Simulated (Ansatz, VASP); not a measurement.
# One calculation of In3TeW, two programs

```xyz
5
Lattice="5.3937 0.0000 0.0000 0.0000 5.3937 0.0000 0.0000 0.0000 5.3937" Properties=species:S:1:pos:R:3 pbc="T T T"
In    2.6969    2.6969    0.0000
In    0.0000    2.6969    2.6969
In    2.6969    0.0000    2.6969
Te    0.0000    0.0000    0.0000
W     2.6969    2.6969    2.6969
```

Change from the starting cell: species swapped into the Ce3InC type (Pm-3m, No. 221).

Alike in both runs: functional PBE; k mesh 8 × 8 × 8; occupations gaussian, width 0.1 eV; no spin polarisation.

Ansatz relaxed the structure, and its values are those at the end. VASP's run is a single point on that final structure, the one shown.

|  | VASP | Ansatz |
| --- | --- | --- |
| version | VASP 6.6.1 | Ansatz 0.2.0 |
| potentials or method | VASP PAW PBE potentials, release 64 (In_d, Te, W_sv) | scalar-relativistic, plane waves, PAW |
| plane-wave cutoff (eV) | 520 | 420 |
| valence electrons in the cell | 59 | 69 |

```tsv
	VASP	Ansatz	Ansatz less VASP
gap on the k mesh at the Fermi level (eV)	none	none	-
pressure (GPa)	0.0	0.0	+0.02
```

A gap of «none» marks a metal or a gap that the smearing closes. The two sets of potentials don't hold the same shells in valence.

Spin-orbit coupling is left out, which matters for the levels of Te, W.
